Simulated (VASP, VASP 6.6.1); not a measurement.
# Bulk modulus of CeO₂ from PBEsol and LDA, with and without a Hubbard term on cerium

## Reference data

The reference is a zero-pressure bulk modulus of 195 ± 10 GPa from "Pressure Induced Stability Enhancement of Cubic Nanostructured CeO2" (2020, PubMed Central 7221606). A single crystal about 10 µm thick was compressed in helium and followed by X-ray diffraction. What was observed is therefore the cell volume as a function of pressure; the modulus is the K₀ of a third-order Birch–Murnaghan fit to it. In such a fit K₀ is correlated with its pressure derivative, so that a somewhat stiffer crystal with a smaller derivative can describe nearly the same curve. My own reservation is that the value seems to me on the low side for ceria. The temperature is not given with the value.

| compared with | measured | source's wording or label | method |
| --- | --- | --- | --- |
| bulk modulus (GPa) | 195 ± 10 | K0 from third-order Birch-Murnaghan fit | high-pressure single-crystal XRD, EOS fit |

Conditions are those given with the value in the passage it was taken from; "not stated" means there, and the paper may say more elsewhere. The values are a selection: others may have been left out beforehand as unlike or outlying.

## Method

The aim is the bulk modulus of stoichiometric, fluorite-type CeO₂ to within 10 %, about 20 GPa. That is close enough to be useful for estimating elastic strain in ceramics and films, and it is a fair demand on a density functional for a stiff oxide. The model is the perfect crystal without oxygen vacancies, relaxed and then held at two volumes on either side of equilibrium; the pressure difference gives the modulus.

I start with PBEsol. The modulus depends strongly on the equilibrium volume, which PBEsol usually gives well for dense oxides, whereas LDA tends to make them too small and stiff and PBE too large and soft. The formally empty Ce 4f shell makes a plain semilocal functional a reasonable start, although the 4f states mix with O 2p and a Hubbard term can still shift the result. The calculation is for static nuclei at zero temperature, so it should lie a few per cent above a room-temperature modulus. After the first value I will test the numerical settings and then set a neighbouring level beside it.

System: CeO2, space group Fm-3m (Cerianite); Fm-3m (No. 225), 6 atoms in the cell; conventional a = 5.411 A, from a published structure refinement (COD).

On the selection of runs and values: 1 further cited values are not listed: repeats, values quoted from earlier work, more than five for one quantity or six quantities, or quantities that fewer than three runs give.

## 1. PBEsol at the relaxed volume

This run supplies the modulus on which the rest of the note builds. I expect a non-magnetic solution despite the alternating starting moments, and a modulus somewhat above the measured one. A moment left on cerium would mean that the calculation had settled in a different electronic state.

**Run 1.** VASP 6.6.1: PBEsol, alternating starting moments; 520 eV, 8x8x8 k mesh; cell and atoms relaxed, relaxed twice, then two volume points with shape and atoms relaxed, LASPH on.

Key lines of the input:
```
ALGO = Normal
AMIX = 0.2
AMIX_MAG = 0.8
BMIX = 1E-04
BMIX_MAG = 1E-04
EDIFF = 1E-06
EDIFFG = -0.006
ENCUT = 520
GGA = PS
IBRION = 2
ISIF = 3
ISMEAR = 0
ISPIN = 2
LASPH = .TRUE.
LMAXMIX = 6
MAGMOM = 1 -1 0 0 0 0
NBANDS = 33
NELM = 150
NSW = 50
PREC = Accurate
SIGMA = 0.03
relax at volume step, changed lines: EDIFFG = -0.01; ISIF = 4; NSW = 30
KPOINTS: Gamma, 8 8 8
PAW data sets: Ce O (PBE 64)
```

Command:
```
mpirun -np 8 vasp_std
```

Selected lines of the output:
```
  external PRESSURE =      29.2084862 kB  Pullay stress =       0.0000000 kB
  external PRESSURE =     -27.9306373 kB  Pullay stress =       0.0000000 kB
```

Converged; 9.3 min on 8 cores of Intel Xeon Platinum 8375C at 2.90GHz (Ice Lake), shared host.

| quantity | run 1 | measured | deviation |
| --- | --- | --- | --- |
| bulk modulus (GPa) | 190.4 | 195 ± 10 | −4.6 (−2.3 %) |
| largest moment in a PAW sphere (μB) | 0 |  |  |
| volume of the conventional cell (Å³) | 157.26 |  |  |
| lattice constant a of the conventional cell (Å) | 5.398 |  |  |

PBEsol gives 190.4 GPa, 2.3 % below the reference and inside both the 10 % target and the experimental uncertainty. The cerium moment has vanished, as it should for an empty 4f shell. I had expected a value somewhat above the measured one, and it came out below. Softening with temperature would lower it further, so the close agreement should not be taken at face value.

The relaxed lattice constant is 5.398 Å, 0.013 Å shorter than the 5.411 Å of the diffraction structure. An overexpanded cell is therefore no obvious explanation for the low modulus. The two pressures, about +2.9 and −2.8 GPa, are nearly symmetric about zero, which speaks for a well-centred pair of volumes.

## 2. Basis set and k mesh

The modulus comes from a difference of two stresses, and stresses respond to the plane-wave cutoff more readily than energies do. I therefore raise the cutoff to 680 eV at the same mesh. Separately, I repeat the original cutoff with a 4×4×4 mesh to see how sensitive the result is to sampling. For a wide-gap insulator I expect little change from the mesh and at most a few GPa from the cutoff.

**Run 2.** VASP 6.6.1: PBEsol, alternating starting moments; 680 eV, 8x8x8 k mesh; cell and atoms relaxed, relaxed twice, then two volume points with shape and atoms relaxed, LASPH on.

Key lines of the input, as changed from run 1:
```diff
- ENCUT = 520
+ ENCUT = 680
```

Converged; 16 min on the same hardware.

**Run 3.** VASP 6.6.1: PBEsol, alternating starting moments; 520 eV, 4x4x4 k mesh; cell and atoms relaxed, relaxed twice, then two volume points with shape and atoms relaxed, LASPH on.

Key lines of the input, as changed from run 1:
```diff
- KPOINTS: Gamma, 8 8 8
+ KPOINTS: Gamma, 4 4 4
```

Selected lines of the output:
```
  external PRESSURE =      30.2140388 kB  Pullay stress =       0.0000000 kB
  external PRESSURE =     -27.9782883 kB  Pullay stress =       0.0000000 kB
```

Converged; 4 min on the same hardware.

| quantity | run 2 | run 3 | measured |
| --- | --- | --- | --- |
| bulk modulus (GPa) | 190.6 | 194.0 | 195 ± 10 |
| largest moment in a PAW sphere (μB) | 0 | 0 |  |
| volume of the conventional cell (Å³) | 157.14 | 157.25 |  |
| lattice constant a of the conventional cell (Å) | 5.396 | 5.398 |  |

Raising the cutoff changes the modulus by only 0.2 GPa. The mesh matters more than I expected: 4×4×4 gives 194.0 GPa, 3.6 GPa above the 8×8×8 result. Nearly all of that difference comes from the compressed cell, where the pressure is 0.1 GPa higher on the coarse mesh; at the expanded volume the two meshes almost agree. The coarse value lies closer to experiment, but that is no reason to prefer it. I keep the 8×8×8 mesh, on which all three figures that matter here, modulus, volume and lattice constant, are nearly unaffected by the higher cutoff.

## 3. A Hubbard term on cerium 4f

The larger uncertainty is now physical. Semilocal functionals place the empty 4f states too low and let them mix too freely with O 2p, and this mixing contributes to the bonding. PBEsol with U = 6 eV on cerium pushes the 4f states up and shows how much the modulus depends on it. I expect a somewhat larger cell. The sign of the change in modulus is less clear, because the larger volume softens the crystal while the altered bonding may act the other way.

**Run 4.** VASP 6.6.1: PBEsol+U (Ce 6 eV), alternating starting moments; 520 eV, 8x8x8 k mesh; cell and atoms relaxed, then two volume points with shape and atoms relaxed, LASPH on.

Key lines of the input, as changed from run 1:
```diff
+ LDAU = .TRUE.
+ LDAUJ = 0 0
+ LDAUL = 3 -1
+ LDAUTYPE = 2
+ LDAUU = 6 0
```

Selected lines of the output:
```
  external PRESSURE =      31.3745201 kB  Pullay stress =       0.0000000 kB
  external PRESSURE =     -28.7681234 kB  Pullay stress =       0.0000000 kB
```

Converged; 8.9 min on the same hardware.

| quantity | run 4 | measured | deviation |
| --- | --- | --- | --- |
| bulk modulus (GPa) | 200.5 | 195 ± 10 | +5.5 (+2.8 %) |
| largest moment in a PAW sphere (μB) | 0 |  |  |
| volume of the conventional cell (Å³) | 161.75 |  |  |
| lattice constant a of the conventional cell (Å) | 5.449 |  |  |

The Hubbard term raises the modulus by about 10 GPa, to 200.5 GPa, although the cell also grows. A larger cell alone would normally soften the crystal, so the change in bonding outweighs it. Weaker mixing of Ce 4f with O 2p is the likely reason, but these runs do not isolate it. Cerium remains without a moment.

Both levels meet the target, on opposite sides of the reference, and the modulus cannot choose between them. The lattice constant is less even-handed: 5.449 Å is 0.038 Å above the diffraction cell, whereas plain PBEsol was 0.013 Å below it. Thermal expansion would take the PBEsol+U cell further away.

## 4. LDA with and without U

If U expands the cell, a functional that starts from a smaller one may suit it better. LDA+U with the same 6 eV is therefore the natural neighbour, and plain LDA beside it shows whether the stiffening by U recurs. I expect both LDA cells to be smaller than their PBEsol counterparts and both moduli to be higher, with LDA+U closer to the diffraction cell than PBEsol+U.

**Run 5.** VASP 6.6.1: LDA, alternating starting moments; 520 eV, 8x8x8 k mesh; cell and atoms relaxed, relaxed twice, then two volume points with shape and atoms relaxed, LASPH on.

Key lines of the input, as changed from run 1:
```diff
- GGA = PS
+ GGA = CA
- PAW data sets: Ce O (PBE 64)
+ PAW data sets: Ce O (LDA 64)
```

Selected lines of the output:
```
  external PRESSURE =      31.5965147 kB  Pullay stress =       0.0000000 kB
  external PRESSURE =     -30.5885413 kB  Pullay stress =       0.0000000 kB
```

Converged; 11 min on the same hardware.

**Run 6.** VASP 6.6.1: LDA+U (Ce 6 eV), alternating starting moments; 520 eV, 8x8x8 k mesh; cell and atoms relaxed, relaxed twice, then two volume points with shape and atoms relaxed, LASPH on.

Key lines of the input, as changed from run 4:
```diff
- GGA = PS
+ GGA = CA
- PAW data sets: Ce O (PBE 64)
+ PAW data sets: Ce O (LDA 64)
```

Selected lines of the output:
```
  external PRESSURE =      33.0930677 kB  Pullay stress =       0.0000000 kB
  external PRESSURE =     -31.6896609 kB  Pullay stress =       0.0000000 kB
```

Converged; 19 min on the same hardware.

| quantity | run 5 | run 6 | measured |
| --- | --- | --- | --- |
| bulk modulus (GPa) | 207.3 | 215.9 | 195 ± 10 |
| largest moment in a PAW sphere (μB) | 0 | 0 |  |
| volume of the conventional cell (Å³) | 154.18 | 158.88 |  |
| lattice constant a of the conventional cell (Å) | 5.362 | 5.416 |  |

The stiffening by U recurs. It adds 8.6 GPa to the LDA modulus, against about 10 GPa with PBEsol, and lengthens the lattice constant by 0.054 Å, against 0.051 Å. As I expected, both LDA cells are smaller and both moduli higher than their PBEsol counterparts.

Plain LDA, at 207.3 GPa, lies 6.3 % above the reference and meets the target, but its cell is 0.049 Å shorter than the diffraction cell. LDA+U comes within 0.005 Å of that cell, the closest of the four levels, yet has the highest modulus: 215.9 GPa, 10.7 % above the reference. That is a narrow miss, and the experimental uncertainty of 10 GPa is ample to reverse it.

At face value, the best lattice constant goes with the largest deviation in the modulus. The calculated cells leave out thermal expansion, however. If the diffraction cell was measured at room temperature, expansion would take the LDA+U cell further above it and bring the PBEsol cell closer, so this ranking is not secure. Whether LDA+U is too stiff or the fitted K₀ somewhat low, these runs cannot tell.

## Comparison with experiment

| run | settings | bulk modulus (GPa) | deviation | cost |
| --- | --- | --- | --- | --- |
| 1 | PBEsol, 520 eV, 8x8x8 k mesh, relaxed twice | 190.4 | −4.6 (−2.3 %) | 75 core-min |
| 2 | PBEsol, 680 eV, 8x8x8 k mesh, relaxed twice | 190.6 | −4.4 (−2.2 %) | 2.2 core-h |
| 3 | PBEsol, 520 eV, 4x4x4 k mesh, relaxed twice | 194.0 | −1.0 (−0.5 %) | 32 core-min |
| 4 | PBEsol+U (Ce 6 eV), 520 eV, 8x8x8 k mesh | 200.5 | +5.5 (+2.8 %) | 71 core-min |
| 5 | LDA, 520 eV, 8x8x8 k mesh, relaxed twice | 207.3 | +12.3 (+6.3 %) | 86 core-min |
| 6 | LDA+U (Ce 6 eV), 520 eV, 8x8x8 k mesh, relaxed twice | 215.9 | +20.9 (+10.7 %) | 2.5 core-h |
|  | measured | 195 ± 10 |  |  |

Further runs on the same system, made beside this series (convergence steps with loose settings among them):

| further | settings | bulk modulus (GPa) | deviation | cost |
| --- | --- | --- | --- | --- |
| F1 | r2SCAN, 520 eV, 8x8x8 k mesh, relaxed twice | 192.8 | −2.2 (−1.1 %) | 4.6 core-h |
| F2 | PBEsol + D3(BJ), 520 eV, 8x8x8 k mesh, relaxed twice | 203.7 | +8.7 (+4.5 %) | 65 core-min |
| F3 | PBE, 520 eV, 8x8x8 k mesh | 174.4 | −20.6 (−10.5 %) | 50 core-min |
| F4 | PBEsol, 400 eV, 8x8x8 k mesh, relaxed twice | 210.4 | +15.4 (+7.9 %) | 70 core-min |
|  | measured | 195 ± 10 |  |  |

## Discussion

PBEsol meets the 10 % target: 190.4 GPa, 2.3 % below the reference, for 75 core-minutes. This is agreement with one fitted K₀, which is correlated with its pressure derivative and which I suspect of being low.

The cutoff check mattered most. Going from 520 to 680 eV changes the modulus by only 0.2 GPa, whereas 400 eV gives 210.4 GPa, 20 GPa too stiff for the same functional. The mesh is less well secured. The 4×4×4 run showed a sensitivity of 3.6 GPa, but a denser mesh than 8×8×8 would have been the more useful test, and none is shown in this report.

The closeness does not prove that PBEsol describes the bonding correctly. A Hubbard term of 6 eV on cerium stiffens the crystal by about 10 GPa despite enlarging the cell. Too much mixing of Ce 4f with O 2p may therefore soften plain PBEsol, but that is my conjecture. The slightly short lattice constant is no clear sign of a second, compensating error, since missing thermal expansion may account for much of it.

If the measurement was made at room temperature, thermal softening would lower the calculated moduli by a few per cent. PBEsol would then lie further below the reference, though probably still within the target, while PBEsol+U would move closer to it and LDA+U could turn from a narrow miss into a pass. PBE, at 10.5 % below, also misses narrowly, and softening would widen its miss.

r2SCAN gives 192.8 GPa and supports the PBEsol value, but an experimental uncertainty of 10 GPa cannot rank these two or PBEsol+U. Whether the Hubbard term improves the modulus depends on whether ceria is really as soft as this fit suggests. Sound velocities measured on a single crystal would be the better check, because they give the modulus without a fitted pressure derivative.

[Logs are printed without paths, hosts, clocks, repeated set-up lines and the standing remarks that a program may print on its own settings, such as how far it seeks lower states.]

[The runs shown are a pick from a larger set of finished runs; failed, doubtful and other runs were left out of it ahead of writing. So were measured values far from every level or from commonly accepted values, and agreement can look better than it is. Lines of input and output are excerpts and may be shortened.]
